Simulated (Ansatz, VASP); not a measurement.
# Cross-check of BN between VASP and Ansatz, part 4 of 4

Aim: how closely do two programs agree when they are given the same cell, functional and k mesh? The cell is taken from a series of runs on this material, whose earlier steps may have relaxed, scaled, displaced or heated it; both programs get it as it stands.

VASP 6.6.1 and Ansatz 0.2.0.

So far: Ansatz: zone-centre phonons, PBE, pair 1; VASP: zone-centre phonons, PBE, pair 1; Differences; VASP: zone-centre phonons, PBE, pair 2; Ansatz: zone-centre phonons, PBE, pair 2; Side by side.

## Step 8: Ansatz: zone-centre phonons, PBE, pair 3

Level of this step: Ansatz beside VASP: Kohn-Sham DFT, plane waves, PBE (Ansatz).

Second derivatives magnify differences that forces hide, and they need a tight electronic threshold. The cell compared in this pair holds 47.15 Å³, against 46.45 Å³ for the pair before.

The cell is taken from a series of runs on this material, whose earlier steps may have relaxed, scaled, displaced or heated it; both programs get it as it stands.

Contents of input.yaml:

```yaml
crystal:
  lattice:
    - [2.5121991533, 0.0, 0.0]
    - [-1.2560995767, 2.1756282861, 0.0]
    - [0.0, 0.0, 8.6258288599]
  atoms:
    - { symbol: B, position: [0.3333333333, 0.6666666667, 0.25] }
    - { symbol: B, position: [0.6666666667, 0.3333333333, 0.75] }
    - { symbol: "N", position: [0.3333333333, 0.6666666667, 0.75] }
    - { symbol: "N", position: [0.6666666667, 0.3333333333, 0.25] }
kpoints:
  mp_grid: { grid: [9, 9, 4] }
hamiltonian:
  xc: pbe
scf:
  occupations: { method: fixed }
output:
  eigenvalues: true
phonons:
  method: dfpt
  dielectric: true
  rigid_motions: translations
```

On the command line:

```sh
$ ansatz run input.yaml --threads 4 --pin off --max-ram 7168MiB --backend cpu --events-out ev --progress --plain --runs-dir out
```

Numbers of over 12 decimals in the logs are rounded to 6 here.

Log:

```text
[...]
Crystal: 4 atoms, lattice volume = 47.145 Å³
Basis set: ecut = 420 eV, 911 PW (Γ), exchange–correlation on 36×36×120 points (8 copies of the dense FFT grid, shifted against one another)
Bands: 12, of which v1, the nominal top of the filled ones, is band 8 counted from 1 (7 counted from 0)
Symmetry: 24 space group operations
k-points: 95 of 324 (irreducible under 2 space group operations, time reversal used)
[...]
optical modes at Γ + LO–TO along q̂ = [1.0000, 0.0000, 0.0000]:
      ω (cm⁻¹)  modes    IR ((D/Å)²/amu)
[...]
optical modes at Γ + LO–TO along q̂ = [0.0000, 1.0000, 0.0000]:
      ω (cm⁻¹)  modes    IR ((D/Å)²/amu)
[...]
optical modes at Γ + LO–TO along q̂ = [0.0000, 0.0000, 1.0000]:
      ω (cm⁻¹)  modes    IR ((D/Å)²/amu)
[...]
800.39      1             0.0000
        800.82      1             1.6605
       1342.08      2             0.0000
       1342.12      2           111.4779
[key lines of the parts left out:]
SCF converged after 7 iterations
Free energy (F): -1084.861126 eV
Fermi energy:    2.282945 eV
```

## Step 9: VASP: zone-centre phonons, PBE, pair 3

The same cell, functional and mesh now go to VASP, with its own data sets.

Contents of INCAR:

```
SYSTEM = BN
PREC = Accurate
ENCUT = 600
EDIFF = 1E-08
NELM = 120
ISMEAR = 0
SIGMA = 0.01
LREAL = .FALSE.
ALGO = Normal
GGA = PE
NBANDS = 14
LORBIT = 11
LWAVE = .FALSE.
LCHARG = .FALSE.
ISIF = 2
IBRION = 8
LEPSILON = .TRUE.
LASPH = .TRUE.
GGA_COMPAT = .FALSE.
EFERMI = MIDGAP
KPAR = 2
```

Contents of POSCAR:

```
BN
1.0
    2.5121991533      0.0000000000      0.0000000000
   -1.2560995767      2.1756282861      0.0000000000
    0.0000000000      0.0000000000      8.6258288599
B N
2 2
Direct
    0.3333333333      0.6666666667      0.2500000000
    0.6666666667      0.3333333333      0.7500000000
    0.3333333333      0.6666666667      0.7500000000
    0.6666666667      0.3333333333      0.2500000000
```

Contents of KPOINTS:

```
Automatic mesh
0
Gamma
9 9 4
0 0 0
```

The projector-augmented-wave data sets are B and N (PBE family, release 64).

On the command line:

```sh
$ mpirun -np 2 vasp_std
```

Log:

```text
[... set-up lines as in an earlier step ...]
 entering main loop
       N       E                     dE             d eps       ncg     rms          rms(c)
DAV:   1     0.795428483839E+02    0.79543E+02   -0.84937E+03  1008   0.114E+03
DAV:   2    -0.329931971624E+02   -0.11254E+03   -0.10137E+03  1468   0.261E+02
DAV:   3    -0.388875553694E+02   -0.58944E+01   -0.58567E+01  1344   0.618E+01
DAV:   4    -0.389540029030E+02   -0.66448E-01   -0.66429E-01  1224   0.710E+00
[...]
DAV:  13    -0.352140096856E+02   -0.57076E-06   -0.25154E-06  1296   0.125E-02    0.152E-03
DAV:  14    -0.352140098542E+02   -0.16859E-06   -0.25402E-07  1098   0.441E-03    0.656E-04
DAV:  15    -0.352140098496E+02    0.45061E-08   -0.31909E-09  1074   0.599E-04
   1 F= -.35214010E+02 E0= -.35214010E+02  d E =0.000000E+00
 Linear response reoptimize wavefunctions to high precision
DAV:   1    -0.352140098457E+02    0.39913E-08   -0.33403E-09  1038   0.427E-04
DAV:   2    -0.352140098457E+02   -0.11141E-10   -0.97292E-11   720   0.110E-04
 Linear response G [H, r] |phi>, progress :
  Direction:   1
[...]
RMM:  14    -0.236029963137E+00   -0.92084E-09    0.73195E-06  3434   0.216E-05    0.306E-08
 first order change of Fermi-energy  -0.38466E-04
 force on displaced ion       3 direction 1 : -40.315   0.003   0.000
 Born effective charge ion    3 direction 1 :  -2.712   0.001   0.000
 Linear response progress:
  Degree of freedom:   4/  4
       N       E                     dE             d eps       ncg     rms          rms(c)
RMM:   1    -0.271564478760E+00   -0.27156E+00    0.17189E-01  2183   0.299E+00
RMM:   2    -0.272720134075E+00   -0.11557E-02   -0.27150E-03  1894   0.359E-01    0.192E-01
RMM:   3    -0.272897671813E+00   -0.17754E-03   -0.16398E-03  1914   0.241E-01    0.864E-02
RMM:   4    -0.273889049364E+00   -0.99138E-03   -0.86924E-04  1942   0.166E-01    0.145E-02
[...]
RMM:  11    -0.273754799181E+00   -0.10058E-06    0.76148E-09  2139   0.271E-05    0.158E-06
RMM:  12    -0.273754779183E+00    0.19998E-07    0.72047E-09  2097   0.170E-05    0.443E-07
RMM:  13    -0.273754772456E+00    0.67276E-08   -0.84377E-09  1646   0.138E-05    0.124E-07
 first order change of Fermi-energy   0.13940E-04
 force on displaced ion       3 direction 3 :   0.000  -0.000 -14.007
 Born effective charge ion    3 direction 3 :   0.000  -0.000  -0.470
 Born effective charges drift removed
 Linear response finished
```

From OUTCAR (step 9):

```text
  Total       -0.0135472     -0.0135472     -0.0657204      0.0000000      0.0000000      0.0000000
  in kB       -0.4603826     -0.4603826     -2.2334244      0.0000000      0.0000000      0.0000000
  external PRESSURE =      -1.0513965 kB  Pullay stress =       0.0000000 kB

 POSITION                                       TOTAL-FORCE (eV/Angst)
 -----------------------------------------------------------------------------------
     -0.00000      1.45042      2.15646        -0.000000     -0.000000      0.000000
      1.25610      0.72521      6.46937        -0.000000      0.000000      0.000000
     -0.00000      1.45042      6.46937        -0.000000      0.000000      0.000000
      1.25610      0.72521      2.15646         0.000000     -0.000000      0.000000
 -----------------------------------------------------------------------------------
    total drift:                               -0.000000      0.000000     -0.000000

 MACROSCOPIC STATIC DIELECTRIC TENSOR (including local field effects in DFT)
 ------------------------------------------------------
           3.924806    -0.000000     0.000000
          -0.000000     3.924806    -0.000000
          -0.000000     0.000000     1.937760
 ------------------------------------------------------

 MACROSCOPIC STATIC DIELECTRIC TENSOR IONIC CONTRIBUTION
 ------------------------------------------------------
           1.400388    -0.000000    -0.000000
          -0.000000     1.400388     0.000000
          -0.000000     0.000000     0.125083
 ------------------------------------------------------

[... 1 part as in an earlier step ...]

[... 1 further part left out ...]
```

## Step 10: Comparison

Both answers:

```
                                                   quantity  Ansatz    VASP  difference
                                                      ε∞ xx    3.92    3.92     -0.01 %
                                                      ε∞ yy    3.92    3.92     -0.01 %
                                                      ε∞ zz    1.94    1.94     +0.00 %
               Born charge of B1 (mean of the diagonal) (e)    1.97    1.96        0.00
               Born charge of N3 (mean of the diagonal) (e)   -1.97   -1.96        0.00
optical mode 1 to 2 (imaginary, printed as negative) (cm⁻¹)    10.7    -9.2       +19.9
                                      optical mode 3 (cm⁻¹)    21.2    21.6        -0.4
                                      optical mode 4 (cm⁻¹)   776.2   777.6     -0.18 %
                                      optical mode 5 (cm⁻¹)   800.4   801.9     -0.18 %
                                 optical mode 6 to 7 (cm⁻¹)  1342.1  1340.3     +0.14 %
                                 optical mode 8 to 9 (cm⁻¹)  1342.1  1340.9     +0.09 %
```

Modes are paired by rising frequency, not by their patterns, so a pair may set unlike modes beside each other; they are those without the splitting of longitudinal modes.

## Step 11: Summary of results

```
r.m.s. difference of the optical zone-centre modes, each program's sorted by frequency (zone-centre phonons, PBE, pair 1) : 4.1 cm⁻¹
r.m.s. difference of the optical zone-centre modes, each program's sorted by frequency (zone-centre phonons, PBE, pair 2) : 8.4 cm⁻¹
r.m.s. difference of the optical zone-centre modes, each program's sorted by frequency (zone-centre phonons, PBE, pair 3) : 9.5 cm⁻¹
```

**Reading.** The r.m.s. difference of the optical zone-centre modes, each program's sorted by frequency is 4.1 cm⁻¹ (zone-centre phonons, PBE, pair 1). What causes the difference of the zone-centre phonons, PBE, pair 1 pair stays open here. What causes the difference of the zone-centre phonons, PBE, pair 2 pair stays open here. What causes the difference of the zone-centre phonons, PBE, pair 3 pair stays open here. 3 further runs of this series are not shown here. How closely two codes agree says nothing of how well the functional describes the real material.

[Lines on the potential files, build, host, timing and source positions are cut from VASP's logs without a mark.]

[Logs are printed without paths, hosts, clocks, repeated set-up lines and the standing remarks that a program may print on its own settings, such as how far it seeks lower states.]

[Hosts, paths, dates, database ids (printed as entryN), source tags and the programs' standing remarks are cut or masked in the printed files.]
